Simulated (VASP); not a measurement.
Level of theory: PBEsol GGA, VASP's PBE PAW potentials (set 64) (plane waves; VASP 6.6.1).

The input files of a VASP run:

### POSCAR
```
HfN
1.0
  0.0000000000   2.2009288345   2.2009288345
  2.2009288345   0.0000000000   2.2009288345
  2.2009288345   2.2009288345   0.0000000000
Hf N
1 1
Direct
  0.0000000000   0.0000000000   0.0000000000
  0.5000000000   0.5000000000   0.5000000000
```

File KPOINTS:
```
Automatic mesh
0
Gamma
14 14 14
0 0 0
```

INCAR:
```
ALGO = Normal
EDIFF = 1E-6
EDIFFG = -0.02
ENCUT = 620
GGA = PS
IBRION = 2
ISIF = 3
ISMEAR = 1
LASPH = .True.
LCHARG = .False.
LMAXMIX = 6
LREAL = .False.
LWAVE = .False.
NELM = 100
NSW = 40
PREC = Accurate
PSTRESS = 200
SIGMA = 0.1
SYSTEM = HfN
```

POTCAR, in this order: Hf_pv N (PBE.64 set). Program: vasp_std.

The resulting files:

**OSZICAR**
```
       N       E                     dE             d eps       ncg     rms          rms(c)
DAV:   1     0.442765607865E+02    0.44277E+02   -0.92284E+03  2288   0.150E+03
DAV:   2    -0.231463148353E+02   -0.67423E+02   -0.63491E+02  3001   0.291E+02
DAV:   3    -0.256290837935E+02   -0.24828E+01   -0.24441E+01  2979   0.490E+01
DAV:   4    -0.256523604877E+02   -0.23277E-01   -0.23199E-01  2765   0.464E+00
DAV:   5    -0.256527376999E+02   -0.37721E-03   -0.37703E-03  2984   0.467E-01    0.590E+01
DAV:   6    -0.229855092374E+02    0.26672E+01   -0.13308E+01  2742   0.284E+01    0.466E+01
DAV:   7    -0.229330695765E+02    0.52440E-01   -0.61378E-01  2612   0.735E+00    0.268E+01
DAV:   8    -0.229206438463E+02    0.12426E-01   -0.71039E-02  2712   0.273E+00    0.520E+00
DAV:   9    -0.229145653826E+02    0.60785E-02   -0.33934E-02  2699   0.139E+00    0.181E+00
DAV:  10    -0.229141521327E+02    0.41325E-03   -0.19353E-03  2701   0.399E-01    0.169E-01
DAV:  11    -0.229141590213E+02   -0.68886E-05   -0.11789E-04  2819   0.114E-01    0.515E-02
DAV:  12    -0.229141562798E+02    0.27415E-05   -0.10787E-05  2657   0.327E-02    0.237E-02
DAV:  13    -0.229141561104E+02    0.16939E-06   -0.60124E-07  1522   0.913E-03
   1 F= -.20252405E+02 E0= -.20252241E+02  d E =-.202524E+02
```

File OUTCAR:
```
------------------------ aborting loop because EDIFF is reached ----------------------------------------
  FORCE on cell =-STRESS in cart. coord.  units (eV):
  Direction    XX          YY          ZZ          XY          YZ          ZX
  --------------------------------------------------------------------------------------
  Total        2.6243288      2.6243288      2.6243288     -0.0000000      0.0000000      0.0000000
  in kB      197.1881594    197.1881594    197.1881594     -0.0000000      0.0000000      0.0000000
  external PRESSURE =      -2.8118406 kB  Pullay stress =     200.0000000 kB
  volume of cell :       21.32
      direct lattice vectors                 reciprocal lattice vectors
     0.000000000  2.200928834  2.200928834    -0.227176814  0.227176814  0.227176814
     2.200928834  0.000000000  2.200928834     0.227176814 -0.227176814  0.227176814
     2.200928834  2.200928834  0.000000000     0.227176814  0.227176814 -0.227176814
 POSITION                                       TOTAL-FORCE (eV/Angst)
 -----------------------------------------------------------------------------------
      0.00000      0.00000      0.00000        -0.000000     -0.000000     -0.000000
      2.20093      2.20093      2.20093         0.000000      0.000000      0.000000
 -----------------------------------------------------------------------------------
    total drift:                                0.000000      0.000000      0.000000
  FREE ENERGIE OF THE ION-ELECTRON SYSTEM (eV)
  ---------------------------------------------------
  free  energy   TOTEN  =       -22.9141561104 eV

  energy  without entropy=      -22.9136631884  energy(sigma->0) =      -22.91399180
  enthalpy is  TOTEN    =       -20.2524052113 eV   P V=        2.6617508991

 reached required accuracy - stopping structural energy minimisation
```
(Selected blocks of OUTCAR.)

The compound is HfN in the rock salt structure. It was relaxed first under an external pressure of 20 GPa. The electron count is odd and the run is not spin-polarised, which forces a metal.
